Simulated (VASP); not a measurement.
Data:

```
CELL_PARAMETERS angstrom
      2.89674     0.00000     0.00000
      0.00000     2.89674     0.00000
      0.00000     0.00000     2.89674
ATOMIC_POSITIONS crystal
  Ga 0.50000 0.50000 0.50000
  Co 0.00000 0.00000 0.00000
```

These are PBEsol GGA, VASP's PBE PAW potentials (set 64) (plane waves; VASP) values and carry that method's errors. Run with 520 eV cut-off, 13×13×13 Γ-centred mesh, first-order Methfessel-Paxton smearing of 0.10 eV, potentials Ga_d Co.

Q: Give the stress tensor in GPa (positive for a compressed cell).

A: 
```
-10.26    0.00    0.00
  0.00  -10.26    0.00
  0.00    0.00  -10.26
```
The pressure is its mean diagonal, -10.26 GPa.

The compound is CoGa in the CsCl type structure. This cell is one point of a volume scan, at 1.06 of the reference volume. The run is not spin-polarised, so no magnetic state was tried.
